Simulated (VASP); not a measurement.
These are PBE GGA with spin-orbit coupling, VASP's PBE PAW potentials (set 64) (plane waves; VASP) values and carry that method's errors.

A VASP calculation is set up with these files.

File KPOINTS:
```
kpoints
0
G
15 15 15
```

### POSCAR
```
MoSi2
1.0
 -1.5789990000   1.5789990000   3.8614150000
  1.5789990000  -1.5789990000   3.8614150000
  1.5789990000   1.5789990000  -3.8614150000
Si Mo
2 1
Direct
  0.6650000000   0.6650000000   0.0000000000
  0.3350000000   0.3350000000   0.0000000000
  0.0000000000   0.0000000000   0.0000000000
```

**INCAR**
```
ALGO = Normal
EDIFF = 1E-6
ENCUT = 300
GGA = PE
GGA_COMPAT = .FALSE.
ISIF = 2
ISMEAR = -1
LASPH = .TRUE.
LCHARG = .FALSE.
LMAXMIX = 4
LNONCOLLINEAR = .TRUE.
LORBIT = 11
LREAL = .FALSE.
LSORBIT = .TRUE.
LWAVE = .FALSE.
MAGMOM = 0.0 0.0 0.0 0.0 0.0 0.0 0.0 0.0 0.0
NELM = 100
PREC = Accurate
SIGMA = 0.05
SYSTEM = MoSi2
```

POTCAR, in this order: Si Mo_sv (PBE.64 set). Program: vasp_ncl.

Output

File OUTCAR:
```
 ion  position               nearest neighbor table
   1  0.665  0.665  0.000-   2 2.55   3 2.57   3 2.57   3 2.57   3 2.57   3 2.59   2 2.59   2 2.59
                             2 2.59   2 2.59
   2  0.335  0.335  0.000-   1 2.55   3 2.57   3 2.57   3 2.57   3 2.57   3 2.59   1 2.59   1 2.59
                             1 2.59   1 2.59
   3  0.000  0.000  0.000-   1 2.57   1 2.57   1 2.57   2 2.57   1 2.57   2 2.57   2 2.57   2 2.57
                             1 2.59   2 2.59
  LATTYP: Found a body centered tetragonal cell.
 ALAT       =     3.1579980000
 C/A-ratio  =     2.4454828660
 Subroutine PRICEL returns:
 Original cell was already a primitive cell.
 Subroutine GETGRP returns: Found 16 space group operations
The static configuration has the point symmetry D_4h.
The dynamic configuration has the point symmetry D_4h.
The overall configuration has the point symmetry D_4h.
 Subroutine INISYM returns: Found 16 space group operations
 Subroutine IBZKPT returns following result:
 Found    288 irreducible k-points:

 Following reciprocal coordinates:
            Coordinates               Weight
  0.000000  0.000000  0.000000      1.000000
  0.066667  0.000000 -0.000000      8.000000
  0.133333 -0.000000  0.000000      8.000000
...
```

OSZICAR:
```
       N       E                     dE             d eps       ncg     rms          rms(c)
DAV:   1     0.105012919160E+03    0.10501E+03   -0.86934E+03 19448   0.925E+02
DAV:   2    -0.202058018327E+02   -0.12522E+03   -0.12086E+03 21084   0.290E+02
DAV:   3    -0.240704072130E+02   -0.38646E+01   -0.37969E+01 22022   0.452E+01
DAV:   4    -0.241124725776E+02   -0.42065E-01   -0.41973E-01 21480   0.455E+00
DAV:   5    -0.241129338488E+02   -0.46127E-03   -0.46115E-03 21420   0.417E-01    0.233E+01
DAV:   6    -0.233838929546E+02    0.72904E+00   -0.50218E+00 19852   0.179E+01    0.549E+00
DAV:   7    -0.232813473662E+02    0.10255E+00   -0.65045E-01 19258   0.625E+00    0.492E+00
DAV:   8    -0.232489473267E+02    0.32400E-01   -0.81278E-02 20518   0.254E+00    0.605E-01
DAV:   9    -0.232485169202E+02    0.43041E-03   -0.31253E-03 21492   0.395E-01    0.309E-01
DAV:  10    -0.232483644082E+02    0.15251E-03   -0.20082E-04 20312   0.136E-01    0.162E-01
DAV:  11    -0.232483616068E+02    0.28013E-05   -0.15251E-04 20738   0.120E-01    0.376E-02
DAV:  12    -0.232483544458E+02    0.71610E-05   -0.59339E-05 20006   0.665E-02    0.130E-02
DAV:  13    -0.232483540401E+02    0.40573E-06   -0.50887E-06 17336   0.189E-02
   1 F= -.23248354E+02 E0= -.23247347E+02  d E =-.201314E-02  mag=     0.0000    -0.0000    -0.0000
```

File OUTCAR:
```
------------------------ aborting loop because EDIFF is reached ----------------------------------------
  FORCE on cell =-STRESS in cart. coord.  units (eV):
  Direction    XX          YY          ZZ          XY          YZ          ZX
  --------------------------------------------------------------------------------------
  Total        2.9775200      2.9775200      3.4837003      0.0000000      0.0000000     -0.0000000
  in kB      123.8782563    123.8782563    144.9376398      0.0000000      0.0000000     -0.0000000
  external PRESSURE =     130.8980508 kB  Pullay stress =       0.0000000 kB
  volume of cell :       38.51
      direct lattice vectors                 reciprocal lattice vectors
    -1.578999000  1.578999000  3.861415000     0.000000000  0.316656312  0.129486212
     1.578999000 -1.578999000  3.861415000     0.316656312  0.000000000  0.129486212
     1.578999000  1.578999000 -3.861415000     0.316656312  0.316656312  0.000000000
 POSITION                                       TOTAL-FORCE (eV/Angst)
 -----------------------------------------------------------------------------------
      0.00000      0.00000      5.13568         0.000000      0.000000      0.132944
      0.00000      0.00000      2.58715        -0.000000     -0.000000     -0.132944
      0.00000      0.00000      0.00000        -0.000000     -0.000000      0.000000
 -----------------------------------------------------------------------------------
    total drift:                                0.000000     -0.000000     -0.000000
  FREE ENERGIE OF THE ION-ELECTRON SYSTEM (eV)
  ---------------------------------------------------
  free  energy   TOTEN  =       -23.2483540401 eV

  energy  without entropy=      -23.2463408956  energy(sigma->0) =      -23.24734747

 total charge

# of ion       s       p       d       tot
------------------------------------------
    1        0.743   0.913   0.000   1.656
    2        0.743   0.913   0.000   1.656
    3        2.299   6.228   4.252  12.779
--------------------------------------------------
tot          3.785   8.054   4.252  16.091

 magnetization (x)

# of ion       s       p       d       tot
------------------------------------------
    1        0.000   0.000   0.000   0.000
    2        0.000   0.000   0.000   0.000
    3        0.000   0.000  -0.000  -0.000
--------------------------------------------------
tot          0.000   0.000  -0.000   0.000

 magnetization (y)

# of ion       s       p       d       tot
------------------------------------------
    1        0.000  -0.000   0.000  -0.000
    2        0.000  -0.000   0.000  -0.000
    3        0.000   0.000   0.000   0.000
--------------------------------------------------
tot          0.000  -0.000   0.000  -0.000

 magnetization (z)

# of ion       s       p       d       tot
------------------------------------------
    1        0.000   0.000   0.000   0.000
    2        0.000   0.000   0.000   0.000
    3       -0.000   0.000  -0.000  -0.000
--------------------------------------------------
tot         -0.000   0.000  -0.000  -0.000

 Ion:    1  E_soc:     -0.0005552

 Ion:    2  E_soc:     -0.0005552

 Ion:    3  E_soc:     -0.1948692
```
(Selected blocks of OUTCAR.)

At this cut-off the stress carries a Pulay error, which pulls relaxed volumes low.

The structure is a typed MoSi2 crystal. The cell was not relaxed at this level. The run is one of a series of settings (GGA_COMPAT = .FALSE., LNONCOLLINEAR = .TRUE., LSORBIT = .TRUE., MAGMOM = 0.0 0.0 0.0 0.0 0.0 0.0 0.0 0.0 0.0, program vasp_ncl against the base run), some of them coarse on purpose.
